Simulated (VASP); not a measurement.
Computed with PBE GGA, VASP's PBE PAW potentials (set 64) (plane waves; VASP).

VASP input:

**INCAR**
```
! general
SYSTEM  = PbS
PREC    = Accurate
ENCUT   = 420
LREAL   = F
LASPH   = T

! electronic loop
EDIFF   = 1E-09
NELM    = 100
ALGO    = Normal
LMAXMIX = 4

! smearing
ISMEAR  = 0
SIGMA   = 0.05

! functional
GGA     = PE

! ions
IBRION  = 2
NSW     = 50
ISIF    = 3
EDIFFG  = -0.005

! output
LWAVE   = F
LCHARG  = F
```

### POSCAR
```
PbS
1.0
  0.0000000000   2.9447550000   2.9447550000
  2.9447550000   0.0000000000   2.9447550000
  2.9447550000   2.9447550000   0.0000000000
Pb S
1 1
Cartesian
  0.0000000000   0.0000000000   0.0000000000
  2.9447550000   2.9447550000   2.9447550000
```

KPOINTS:
```
Automatic
0
G
10 10 10
```

POTCAR, in this order: Pb_d S (PBE.64 set). Program: vasp_std.

What VASP printed:

OUTCAR:
```
 ion  position               nearest neighbor table
   1  0.000  0.000  0.000-   2 2.94   2 2.94   2 2.94   2 2.94   2 2.94   2 2.94
   2  0.500  0.500  0.500-   1 2.94   1 2.94   1 2.94   1 2.94   1 2.94   1 2.94
  LATTYP: Found a face centered cubic cell.
 ALAT       =     5.8895100000
 Subroutine PRICEL returns:
 Original cell was already a primitive cell.
 Subroutine GETGRP returns: Found 48 space group operations
The static configuration has the point symmetry O_h .
The dynamic configuration has the point symmetry O_h .
 Subroutine INISYM returns: Found 48 space group operations
 Subroutine IBZKPT returns following result:
 Found     47 irreducible k-points:

 Following reciprocal coordinates:
            Coordinates               Weight
  0.000000  0.000000  0.000000      1.000000
  0.100000  0.000000  0.000000      8.000000
  0.200000  0.000000  0.000000      8.000000
  0.300000  0.000000  0.000000      8.000000
  0.400000  0.000000  0.000000      8.000000
  0.500000  0.000000  0.000000      4.000000
  0.100000  0.100000  0.000000      6.000000
  0.200000  0.100000  0.000000     24.000000
  0.300000  0.100000  0.000000     24.000000
  0.400000  0.100000  0.000000     24.000000
  0.500000  0.100000  0.000000     24.000000
 -0.400000  0.100000  0.000000     24.000000
 -0.300000  0.100000  0.000000     24.000000
 -0.200000  0.100000  0.000000     24.000000
 -0.100000  0.100000  0.000000     12.000000
  0.200000  0.200000  0.000000      6.000000
  0.300000  0.200000  0.000000     24.000000
  0.400000  0.200000  0.000000     24.000000
  0.500000  0.200000  0.000000     24.000000
 -0.400000  0.200000  0.000000     24.000000
 -0.300000  0.200000  0.000000     24.000000
 -0.200000  0.200000  0.000000     12.000000
  0.300000  0.300000  0.000000      6.000000
  0.400000  0.300000  0.000000     24.000000
  0.500000  0.300000  0.000000     24.000000
 -0.400000  0.300000  0.000000     24.000000
 -0.300000  0.300000  0.000000     12.000000
  0.400000  0.400000  0.000000      6.000000
  0.500000  0.400000  0.000000     24.000000
 -0.400000  0.400000  0.000000     12.000000
  0.500000  0.500000  0.000000      3.000000
  0.300000  0.200000  0.100000     24.000000
  0.400000  0.200000  0.100000     48.000000
  0.500000  0.200000  0.100000     48.000000
 -0.400000  0.200000  0.100000     24.000000
  0.400000  0.300000  0.100000     24.000000
  0.500000  0.300000  0.100000     48.000000
 -0.400000  0.300000  0.100000     48.000000
 -0.300000  0.300000  0.100000     48.000000
 -0.200000  0.300000  0.100000     24.000000
   k-points           NKPTS =     47   k-points in BZ     NKDIM =     47   number of bands    NBANDS=     14
   number of dos      NEDOS =    301   number of ions     NIONS =      2
   total plane-waves  NPLWV =  21952
   dimension x,y,z NGX =    28 NGY =   28 NGZ =   28
   dimension x,y,z NGXF=    56 NGYF=   56 NGZF=   56
   ions per type =               1   1
   PREC   = accura    normal or accurate (medium, high low for compatibility)
   ISTART =      0    job   : 0-new  1-cont  2-samecut
   ICHARG =      2    charge: 1-file 2-atom 10-const
   ISPIN  =      1    spin polarized calculation?
   LNONCOLLINEAR =      F non collinear calculations
   LSORBIT =      F    spin-orbit coupling
   INIWAV =      1    electr: 0-lowe 1-rand  2-diag
   ENCUT  =  420.0 eV  30.87 Ry    5.56 a.u.   6.96  6.96  6.96*2*pi/ulx,y,z
   NELM   =    100;   NELMIN=  2; NELMDL= -5     # of ELM steps
   EDIFF  = 0.1E-08   stopping-criterion for ELM
   LREAL  =      F    real-space projection
   NLSPLINE    = F    spline interpolate recip. space projectors
   LMAXMIX     =    4 max onsite mixed and CHGCAR
...
```

File OSZICAR:
```
       N       E                     dE             d eps       ncg     rms          rms(c)
DAV:   1     0.148371813916E+03    0.14837E+03   -0.88078E+03  1316   0.130E+03
DAV:   2     0.350734969204E+01   -0.14486E+03   -0.14166E+03  1394   0.332E+02
DAV:   3    -0.890088592915E+01   -0.12408E+02   -0.12088E+02  1754   0.102E+02
DAV:   4    -0.919042678998E+01   -0.28954E+00   -0.28944E+00  1442   0.186E+01
DAV:   5    -0.920094150935E+01   -0.10515E-01   -0.10515E-01  1890   0.341E+00    0.481E+00
DAV:   6    -0.873208927568E+01    0.46885E+00   -0.14053E+00  1996   0.968E+00    0.341E+00
DAV:   7    -0.873221426417E+01   -0.12499E-03   -0.15261E-01  1412   0.227E+00    0.190E+00
DAV:   8    -0.873571184598E+01   -0.34976E-02   -0.15132E-02  1454   0.161E+00    0.179E-01
DAV:   9    -0.873544202554E+01    0.26982E-03   -0.28249E-03  2068   0.566E-01    0.905E-02
DAV:  10    -0.873559433924E+01   -0.15231E-03   -0.31287E-04  1418   0.131E-01    0.454E-02
DAV:  11    -0.873560326246E+01   -0.89232E-05   -0.82728E-05  1718   0.114E-01    0.188E-02
DAV:  12    -0.873560425940E+01   -0.99695E-06   -0.51138E-06  1670   0.221E-02    0.178E-03
DAV:  13    -0.873560446191E+01   -0.20251E-06   -0.15934E-07  1552   0.533E-03    0.505E-04
DAV:  14    -0.873560448937E+01   -0.27452E-07   -0.79776E-08  1448   0.196E-03    0.543E-04
DAV:  15    -0.873560449332E+01   -0.39568E-08   -0.20464E-09  1446   0.387E-04    0.490E-04
DAV:  16    -0.873560450204E+01   -0.87155E-08   -0.50742E-10   922   0.188E-04    0.378E-05
DAV:  17    -0.873560450042E+01    0.16196E-08   -0.58812E-11   838   0.860E-05    0.181E-05
DAV:  18    -0.873560450054E+01   -0.11892E-09   -0.15509E-11   754   0.500E-05
   1 F= -.87356045E+01 E0= -.87356045E+01  d E =-.873560E+01
       N       E                     dE             d eps       ncg     rms          rms(c)
DAV:   1    -0.994357169851E+01   -0.12080E+01   -0.41150E+01  1622   0.129E+02    0.609E+00
DAV:   2    -0.894430617819E+01    0.99927E+00   -0.21906E+00  1604   0.258E+01    0.226E+00
DAV:   3    -0.876344234912E+01    0.18086E+00   -0.75413E-01  1622   0.153E+01    0.452E-01
DAV:   4    -0.876420247880E+01   -0.76013E-03   -0.16475E-02  1334   0.113E+00    0.259E-01
DAV:   5    -0.876421617133E+01   -0.13693E-04   -0.19909E-03  1626   0.500E-01    0.113E-01
DAV:   6    -0.876422669902E+01   -0.10528E-04   -0.19778E-04  1674   0.203E-01    0.214E-02
DAV:   7    -0.876422813800E+01   -0.14390E-05   -0.37167E-05  1364   0.910E-02    0.579E-03
DAV:   8    -0.876423103026E+01   -0.28923E-05   -0.32039E-06  1708   0.256E-02    0.242E-03
DAV:   9    -0.876423096979E+01    0.60467E-07   -0.47544E-07  1484   0.898E-03    0.210E-03
DAV:  10    -0.876423059042E+01    0.37937E-06   -0.34699E-08  1654   0.211E-03    0.872E-04
DAV:  11    -0.876423051012E+01    0.80307E-07   -0.13062E-08  1414   0.129E-03    0.101E-04
DAV:  12    -0.876423047075E+01    0.39369E-07   -0.64117E-10  1294   0.199E-04    0.296E-05
DAV:  13    -0.876423047378E+01   -0.30377E-08   -0.73168E-11   736   0.960E-05    0.215E-05
DAV:  14    -0.876423047415E+01   -0.36516E-09   -0.28720E-11   718   0.687E-05
   2 F= -.87642305E+01 E0= -.87642305E+01  d E =-.286260E-01
       N       E                     dE             d eps       ncg     rms          rms(c)
DAV:   1    -0.886449065250E+01   -0.10026E+00   -0.29764E+00  1616   0.307E+01    0.180E+00
DAV:   2    -0.878147885728E+01    0.83012E-01   -0.17503E-01  1610   0.765E+00    0.624E-01
DAV:   3    -0.876858107575E+01    0.12898E-01   -0.55840E-02  1616   0.420E+00    0.173E-01
DAV:   4    -0.876871604382E+01   -0.13497E-03   -0.12721E-03  1364   0.308E-01    0.884E-02
DAV:   5    -0.876877039564E+01   -0.54352E-04   -0.19863E-04  1688   0.181E-01    0.349E-02
DAV:   6    -0.876877678826E+01   -0.63926E-05   -0.26726E-05  1604   0.708E-02    0.546E-03
DAV:   7    -0.876877379608E+01    0.29922E-05   -0.24024E-06  1358   0.198E-02    0.249E-03
DAV:   8    -0.876877280690E+01    0.98918E-06   -0.41606E-07  1604   0.827E-03    0.783E-04
DAV:   9    -0.876877286718E+01   -0.60284E-07   -0.16897E-08  1436   0.140E-03    0.246E-04
DAV:  10    -0.876877278112E+01    0.86062E-07   -0.76115E-09  1484   0.100E-03    0.227E-04
DAV:  11    -0.876877278938E+01   -0.82573E-08   -0.18124E-10   976   0.160E-04    0.114E-04
DAV:  12    -0.876877280171E+01   -0.12335E-07   -0.15002E-10   796   0.192E-04    0.958E-06
DAV:  13    -0.876877280248E+01   -0.76852E-09   -0.20294E-11   730   0.707E-05
   3 F= -.87687728E+01 E0= -.87687728E+01  d E =-.331683E-01
```

OUTCAR:
```
------------------------ aborting loop because EDIFF is reached ----------------------------------------
  FORCE on cell =-STRESS in cart. coord.  units (eV):
  Direction    XX          YY          ZZ          XY          YZ          ZX
  --------------------------------------------------------------------------------------
  Total        0.0025946      0.0025946      0.0025946      0.0000000      0.0000000      0.0000000
  in kB        0.0767261      0.0767261      0.0767261      0.0000000      0.0000000      0.0000000
  external PRESSURE =       0.0767261 kB  Pullay stress =       0.0000000 kB
  volume of cell :       54.18
      direct lattice vectors                 reciprocal lattice vectors
     0.000000000  3.003318001  3.003318001    -0.166482537  0.166482537  0.166482537
     3.003318001  0.000000000  3.003318001     0.166482537 -0.166482537  0.166482537
     3.003318001  3.003318001  0.000000000     0.166482537  0.166482537 -0.166482537
  FREE ENERGIE OF THE ION-ELECTRON SYSTEM (eV)
  ---------------------------------------------------
  free  energy   TOTEN  =        -8.7687728025 eV

  energy  without entropy=       -8.7687728025  energy(sigma->0) =       -8.76877280

 reached required accuracy - stopping structural energy minimisation
```
(Selected blocks of OUTCAR.)

CONTCAR:
```
PbS
   1.00000000000000
     0.0000000000000000    3.0033180006735023    3.0033180006735023
     3.0033180006735023    0.0000000000000000    3.0033180006735023
     3.0033180006735023    3.0033180006735023    0.0000000000000000
  Pb              S
     1     1
Direct
     0.0000000000000000    0.0000000000000000    0.0000000000000000
     0.5000000000000000    0.5000000000000000    0.5000000000000000
```

Energy and stress use the plane-wave basis of the starting cell.

The structure is a typed PbS crystal. This run relaxes it. Symmetry was kept, so distortions that lower it aren't found. The run is one of a series of settings (EDIFF = 1E-09, EDIFFG = -0.005, ENCUT = 420, IBRION = 2, ISIF = 3, NSW = 50, KPOINTS 10×10×10 Γ-centred mesh against the base run), some of them coarse on purpose.
